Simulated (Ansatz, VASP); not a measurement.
# ZrSi2P4 (ZrSi2P4 bilayer, AA') in two plane-wave programs

One calculation is typed for both programs; each brings its own data sets. How far apart do they land? Of the first pair: The structure shown is the start of the Ansatz relaxation below; VASP solves that cell, so the two are compared at the walk's first step.

Main program and level: Ansatz 0.2.0; plane waves, with VASP 6.6.1 beside it; single point at r2SCAN with D4.

**1. The structure**

The cell holds 14 atoms: 8 P, 4 Si and 2 Zr. Its edges and angles: a = 3.480 Å, b = 3.480 Å, c = 72.975 Å, α = 90.0°, β = 90.0°, γ = 120.0°. Vacuum lies along c.

**2. Ansatz: relaxation, r2SCAN with D4**

Ansatz runs on its default PAW (the set named soft_2) files.

The two programs are compared at the cell with which this relaxation starts, whose forces are those of its first step.

input.yaml reads:

```yaml
crystal:
  lattice:
    - [3.48, 0.0, 0.0]
    - [-1.74, 3.0137684052, 0.0]
    - [0.0, 0.0, 72.9750581169]
  atoms:
    - { symbol: P, position: [0.0, 0.0, 0.3562861157] }
    - { symbol: Si, position: [0.3333333333, 0.6666666667, 0.3651170472] }
    - { symbol: P, position: [0.3333333333, 0.6666666667, 0.3940310359] }
    - { symbol: Zr, position: [0.0, 0.0, 0.4171804082] }
    - { symbol: P, position: [0.3333333333, 0.6666666667, 0.4403297805] }
    - { symbol: Si, position: [0.3333333333, 0.6666666667, 0.4692437691] }
    - { symbol: P, position: [0.0, 0.0, 0.4780747006] }
    - { symbol: P, position: [0.3333333333, 0.6666666667, 0.5219252994] }
    - { symbol: Si, position: [0.0, 0.0, 0.5307562309] }
    - { symbol: P, position: [0.0, 0.0, 0.5596702195] }
    - { symbol: Zr, position: [0.3333333333, 0.6666666667, 0.5828195918] }
    - { symbol: P, position: [0.0, 0.0, 0.6059689641] }
    - { symbol: Si, position: [0.0, 0.0, 0.6348829528] }
    - { symbol: P, position: [0.3333333333, 0.6666666667, 0.6437138843] }
  periodic: [true, true, false]
kpoints:
  mp_grid: { grid: [12, 12, 1] }
hamiltonian:
  xc: r2scan
  dispersion: d4
scf:
  occupations: { method: fermi_dirac, width: 0.05 }
  convergence: { dr2_threshold: 1.0e-09 }
relax:
  f_tol: 0.004
  max_steps: 90
  cell: {}
output:
  write_potential: true
  write_density: true
  volumetric_format: npy
```

Started as:

```console
ansatz run input.yaml --threads 8 --pin off --max-ram 12288MiB --backend cpu --events-out ev --progress --plain --runs-dir out
```

Numbers of over 12 decimals in the logs are rounded to 6 here.

What it wrote:

```text
Warning: relax.cell: scf.convergence.dr2_threshold = 1e-9 eV is looser than the 1.45916288961e-10 eV advised for a relaxation that steers and ends on the stress (1e-10 eV for each atom of the cell: 14, times the square of relax.cell.stress_2d_tol = 0.05 N/m over 31.0 Å (the atoms' height at the walk's start and 5 Å past either face), 1.614e-2 GPa, over a crystal's default 0.05). What an SCF threshold leaves in a stress goes as its square root, and in the free energy as the threshold itself, and one threshold admits the most on a small cell: [figures from the program's tests cut] Set scf.convergence.dr2_threshold to 1.45916288961e-10 eV or tighter. [rest of the remark cut]
Engine: ansatz 0.2.0, aarch64-unknown-linux-gnu
Pseudopotentials: kind: paw
Pseudopotential: P, paw, valence charge 5, recommended cutoff 500 eV (meta_gga), P.paw.azcp
Pseudopotential: Si, paw, valence charge 4, recommended cutoff 500 eV (meta_gga), Si.paw.azcp
Pseudopotential: Zr, paw, valence charge 12, recommended cutoff 500 eV (meta_gga), Zr.paw.azcp
Functional definition: r2SCAN
  parameter k0 = 0.174
  parameter k1 = 0.065
  parameter a1 = 4.9479
  exchange = r2scan_x(k0 = k0, k1 = k1, a1 = a1)
  correlation = r2scan_c
Crystal: 14 atoms, lattice volume = 765.356 Å³
Basis set: ecut = 500 eV, 19479 PW (Γ), exchange–correlation on 108×108×2160 points (64 copies of the dense FFT grid, shifted against one another)
Bands: 54, of which v1, the nominal top of the filled ones, is band 40 counted from 1 (39 counted from 0)
Symmetry: 12 space group operations
Space group: P-3m1 (ITA 164), of the structure as read, at distance tolerance 9.1e-5 Å
k-points: 19 of 144
Non-local potential: P, projectors of the file, l = 0: 2, l = 1: 2, l = 2: 2
Non-local potential: Si, projectors of the file, l = 0: 2, l = 1: 2, l = 2: 2
Non-local potential: Zr, projectors of the file, l = 0: 3, l = 1: 2, l = 2: 2, l = 3: 2
PAW form: soft (Blöchl's): semilocal exchange-correlation on the pseudo side does not see the compensation charge
PAW frozen core: P, regenerated for the run's functional (the file was generated under x = pbe(κ = 0.804, μ = 0.219515), c = pbe(β = 0.066725))
PAW frozen core: Si, regenerated for the run's functional (the file was generated under x = pbe(κ = 0.804, μ = 0.219515), c = pbe(β = 0.066725))
PAW frozen core: Zr, regenerated for the run's functional (the file was generated under x = pbe(κ = 0.804, μ = 0.219515), c = pbe(β = 0.066725))
PAW one-centre angular grid: P, 302 points (default); XC on 160 Gauss nodes
PAW one-centre angular grid: Si, 302 points (default); XC on 160 Gauss nodes
PAW one-centre angular grid: Zr, 590 points (default); XC on 160 Gauss nodes
Initial density: superposition of atomic densities (neutral atoms: chi_scale 0, normalization atom), corrected by the library's trained network
Initial wavefunctions: pseudopotential atomic-orbital guess
Functional: x = r2scan, c = r2scan; τ floored in thin density (d = 2e-4 eV/Å³)
SCF iter   1: F=—  HF=-17023.336680 eV  |F-HF|=—  |Δ(HF+E_count)|=         —  Δρ=4.92e-3  dr2=1.11e0  dr2_τ=1.95e-1  ethr=1.77e-3  ⟨swp⟩=12.5  Hψ=7945  notcnv=0  defer=55
preconditioner: auto → LDOS  [metal: Δε(μ)=0.016 eV  Ē_g=8.708 eV  σ=0.050 eV  W_gap=0.08  n_scr=42 (ndim 8)  ℏωp=10.7 eV  f_vac=0.656  D(μ)=3.81/eV (n_scr^D=22)  β→1.0]
SCF iter   2: F=—  HF=-17023.614708 eV  |F-HF|=—  |Δ(HF+E_count)|=   2.78e-1  Δρ=4.10e-3  dr2=1.79e0  dr2_τ=1.10e-2  ethr=1.39e-3  ⟨swp⟩=5.0  Hψ=2235  notcnv=0  defer=109
SCF iter   3: F=—  HF=-17023.478362 eV  |F-HF|=—  |Δ(HF+E_count)|=   1.36e-1  Δρ=1.24e-3  dr2=2.81e-2  dr2_τ=1.18e-3  ethr=1.39e-3  ⟨swp⟩=3.6  Hψ=1741  notcnv=0  defer=101
SCF iter   4: F=—  HF=-17023.487118 eV  |F-HF|=—  |Δ(HF+E_count)|=   8.76e-3  Δρ=4.69e-4  dr2=1.06e-2  dr2_τ=8.96e-5  ethr=3.51e-5  ⟨swp⟩=3.3  Hψ=2454  notcnv=0  defer=95
SCF iter   5: F=—  HF=-17023.486210 eV  |F-HF|=—  |Δ(HF+E_count)|=   9.08e-4  Δρ=1.53e-4  dr2=2.99e-4  dr2_τ=1.53e-5  ethr=1.32e-5  ⟨swp⟩=2.9  Hψ=1706  notcnv=0  defer=95
SCF iter   6: F=—  HF=-17023.486342 eV  |F-HF|=—  |Δ(HF+E_count)|=   1.33e-4  Δρ=7.20e-5  dr2=2.04e-4  dr2_τ=1.66e-6  ethr=3.74e-7  ⟨swp⟩=3.4  Hψ=2360  notcnv=0  defer=95
SCF iter   7: F=—  HF=-17023.486324 eV  |F-HF|=—  |Δ(HF+E_count)|=   1.83e-5  Δρ=2.78e-5  dr2=1.92e-5  dr2_τ=2.15e-7  ethr=2.55e-7  ⟨swp⟩=2.6  Hψ=1629  notcnv=0  defer=95
[...]
basis re-selected at this cell: Δ(F+E_penalty+E_count) = -3.368e-3 eV, ΔP = +0.002 N/m vs the last step (what re-selecting the basis moved, of the pressure what is left beyond the Pulay correction that the steps carried, after the strain that the cell walked since its last selection, with what the two solves' SCF thresholds leave and, on support functions, any second-order correction that the steps lacked; it is no m [...]
WARN: The output density's exchange-correlation potential varies sharply where the density is thin. Do not read a vacuum level from v_tot or v_xc, or from such a field of the output density. On a cell that repeats whose density bears no net charge and no dipole along the vacuum's axis use v_es (v_loc + v_h of the components); under efield.dipole_correction with no amplitude use v_es + v_field, which holds any externa [...]
SCF converged after 6 iterations
Free energy (F): -17027.336004 eV
Harris-Foulkes:  -17027.336004 eV  (|F-HF|=1.64e-10)
Internal energy: -17027.333191 eV  (E = F + TS)
E sigma→0 (E₀):  -17027.334597 eV
Entropy (-TS):   -0.002812 eV (-0.201 meV/atom)
Fermi energy:    -5.789073 eV
--- Per-component energies (eV) ---
  E_band       = -1329.637177
  E_kinetic    = 1394.503852
  E_local      = -518330.929049  (includes V_loc(G=0)·N_el)
  E_nonlocal   = 521.685385
  E_hartree    = 258204.374269
  E_xc         = -987.914535
  E_vxc        = -1146.576659  (∫ρ·V_xc dr)
  E_paw        = -12625.638499  (= ΣΔE_a)
  E_vpaw       = -233.649991  (= ΣTr[D̂ρ^β])
  E_aug_tail   = 0.000040  (compensation charges beyond the density's cutoff)
  E_vtau       = 56.570234  (kinetic-family band-sum trace: ∫τ·v_τ [+ j·A + Jᵃ·Aᵃ] dr)
  E_ewald      = 254799.510902
  E_disp       = -1.563605  (pairwise vdW)
  E_core_change = -1.361953  (= ΣΔE_core)
  E_smearing   = -0.002812  (= −TS)
  E_closure    = -0.000000  (closes the sum)
  Σ components = -17027.336004   (vs F -17027.336004, Δ=0.00e0)
--- Forces (eV/Å), atoms counted from 1 ---
  atom   1  P      0.00000000    -0.00000000    -0.00157541
  atom   2  Si    -0.00000000     0.00000000     0.00036710
  atom   3  P      0.00000000    -0.00000000     0.00028846
  atom   4  Zr    -0.00000000    -0.00000000     0.00010690
  atom   5  P     -0.00000000    -0.00000000    -0.00042354
  atom   6  Si     0.00000000     0.00000000     0.00017195
  atom   7  P      0.00000000    -0.00000000     0.00111473
  atom   8  P      0.00000000     0.00000000    -0.00111473
  atom   9  Si     0.00000000    -0.00000000    -0.00017195
  atom  10  P      0.00000000     0.00000000     0.00042354
  atom  11  Zr     0.00000000     0.00000000    -0.00010690
  atom  12  P      0.00000000     0.00000000    -0.00028846
  atom  13  Si    -0.00000000    -0.00000000    -0.00036710
  atom  14  P     -0.00000000     0.00000000     0.00157541
  max |Σ_I F_I| component: 2.78e-17 eV/Å
--- 2D stress c σ (N/m, compression-positive) ---
       -0.007435      -0.000000       0.000000
       -0.000000      -0.007435       0.000000
        0.000000       0.000000      -0.000000
  P = ½ c Tr σ = -0.0074 N/m
--- Band table (eV; the first three rows and the last of 19) ---
  k-point 0: bands = [... 36 lower, -5.9616, -5.9616, -5.9564, -5.9564, -4.8881, -4.6431, -3.2657, -3.1349, ... 10 higher]
  k-point 1: bands = [... 36 lower, -6.1092, -6.0946, -6.0886, -6.0837, -4.8132, -4.6507, -3.1299, -3.0223, ... 10 higher]
  k-point 2: bands = [... 36 lower, -6.5227, -6.4145, -6.4076, -6.3350, -4.9006, -4.8727, -3.4626, -3.3108, ... 10 higher]
  k-point 18: bands = [... 36 lower, -7.0035, -7.0035, -6.2239, -6.2239, -4.3331, -4.2842, -3.4082, -3.1740, ... 10 higher]
  the weakly bound empty levels are not read free of the cell's end (no_gap_told)
--- Relaxed structure (7 steps of the walk, 7 accepted, 1 SCFs on fresh bases) ---
  F+E_penalty+E_count = -17027.33600371 eV   max|allowed force component| = 1.575e-3 eV/Å   (the final SCF, on the basis selected at the relaxed cell)
  cell:  # Å, volume = 830.4356 Å³
    - [3.624937, 0.0, 0]
    - [-1.812468, 3.139287, 0]
    - [0, 0, 72.9750581169]
  atoms:
    - { symbol: P, position: [-3.224928590205611e-18, -5.0885221963063406e-17, 0.348247] }
    - { symbol: Si, position: [0.333333, 0.666667, 0.361274] }
    - { symbol: P, position: [0.333333, 0.666667, 0.391827] }
    - { symbol: Zr, position: [2.7140469635489283e-18, -5.0885221963063406e-17, 0.412968] }
    - { symbol: P, position: [0.333333, 0.666667, 0.434085] }
    - { symbol: Si, position: [0.333333, 0.666667, 0.464616] }
    - { symbol: P, position: [8.54967448663234e-18, -5.0885221963063406e-17, 0.477622] }
    - { symbol: P, position: [0.333333, 0.666667, 0.522378] }
    - { symbol: Si, position: [1.6435140881322745e-17, -5.0885221963063375e-17, 0.535384] }
    - { symbol: P, position: [1.894433072893176e-17, -5.0885221963063375e-17, 0.565915] }
    - { symbol: Zr, position: [0.333333, 0.666667, 0.587032] }
    - { symbol: P, position: [1.2672991041143281e-17, -5.088522196306338e-17, 0.608173] }
    - { symbol: Si, position: [1.521654688346328e-17, -5.0885221963063375e-17, 0.638726] }
    - { symbol: P, position: [0.333333, 0.666667, 0.651753] }
```

In the SCF lines HF is the Harris–Foulkes energy and dr2 the Hartree energy of the density residual, in eV; the loop may stop once dr2 is under the threshold and the program's other checks hold. Hψ counts applications of the Hamiltonian.

(Part 1 of 3 ends here.)

[Lines on the potential files, build, host, timing and source positions are cut from VASP's logs without a mark.]

[Logs are printed without paths, hosts, clocks, repeated set-up lines and the standing remarks that a program may print on its own settings, such as how far it seeks lower states.]

[Hosts, paths, dates, database ids (printed as entryN), source tags and the programs' standing remarks are cut or masked in the printed files.]
